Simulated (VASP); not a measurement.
# Mg6FeBi: single point with PBE

Mg6FeBi:

```
Bi Fe Mg
1.0
     5.00498    0.00000    0.00000
     0.00000    3.16472    5.46485
     0.00000   -3.16472    5.46485
Bi Fe Mg
1 1 6
Direct
  0.49656 0.66593 0.67073
  0.00109 0.85289 0.84734
  0.49371 0.16042 0.17554
  0.50696 0.66570 0.15574
  0.49611 0.15313 0.67326
  0.00617 0.33381 0.34179
  0.99944 0.84148 0.31247
  0.00538 0.32174 0.83495
```

The cell comes from a database or a generator and needn't be the stable form of this composition.

The cell isn't the ideal one: atoms moved at random, drawn with an rms of 0.05 Å.

```
Program             : VASP 6.6.1
Task                : single point
Functional          : PBE
Potentials or basis : VASP PAW PBE potentials, release 64 (Bi_d, Fe, Mg)
Cutoff              : 520 eV
k mesh              : 6 × 5 × 5
Occupations         : fermi-dirac, width 0.05 eV
Spin                : collinear spin, ferromagnetic start
Starting moments    : [0.0, 3.0, 0.0, 0.0, 0.0, 0.0, 0.0, 0.0] μB
```

```
Pressure                                              : 0.1 GPa
Largest force                                         : 0.271 eV/Å
Band gap on the k mesh                                : none (metal or under the smearing width)
Net moment                                            : 2.50 μB per cell
Site moments                                          : Bi -0.01; Fe +2.68; Mg +0.01, -0.01 μB
Valence electrons inside the program's atomic spheres : Bi 12.92; Fe 6.74; Mg 0.36, 0.35
```

Forces on the atoms (eV/Å):
```
Bi   0.070  0.022  0.108
Fe   0.006 -0.027  0.110
Mg   0.161  0.108 -0.004
Mg  -0.051  0.122 -0.028
Mg   0.137 -0.139 -0.049
Mg  -0.134  0.040 -0.194
Mg  -0.008  0.062 -0.008
Mg  -0.182 -0.189  0.066
```

Stress tensor (GPa, compression positive):
```
-0.42 -0.09  0.08
-0.09  0.43  0.03
 0.08  0.03  0.20
```

Levels at points of the mesh, in eV from the Fermi level:
Spin up:
| k point | band 16 | band 17 | band 18 | band 19 | band 20 | band 21 | band 22 | band 23 |
| --- | --- | --- | --- | --- | --- | --- | --- | --- |
| (0.00, 0.00, 0.00) | -2.03 | -1.79 | -1.64 | -0.65 | 1.33 | 2.19 | 2.62 | 2.78 |
| (0.50, 0.00, 0.00) | -1.87 | -1.09 | -0.99 | -0.78 | -0.44 | -0.39 | 0.16 | 0.21 |
Spin down:
| k point | band 13 | band 14 | band 15 | band 16 | band 17 | band 18 | band 19 | band 20 |
| --- | --- | --- | --- | --- | --- | --- | --- | --- |
| (0.00, 0.00, 0.00) | -2.21 | -1.31 | -0.48 | -0.32 | 0.23 | 0.31 | 0.74 | 1.70 |
| (0.50, 0.00, 0.00) | -1.30 | -1.29 | -1.22 | -0.88 | -0.68 | -0.53 | -0.40 | 0.50 |

Wall time 25 min on 1 thread of Intel(R) Xeon(R) Platinum 8259CL CPU @ 2.50GHz (Skylake/Cascade Lake), with other jobs on the host, peak memory 0.83 GiB.

Caveat: spin-orbit coupling is left out, which moves the levels of the heavy elements.
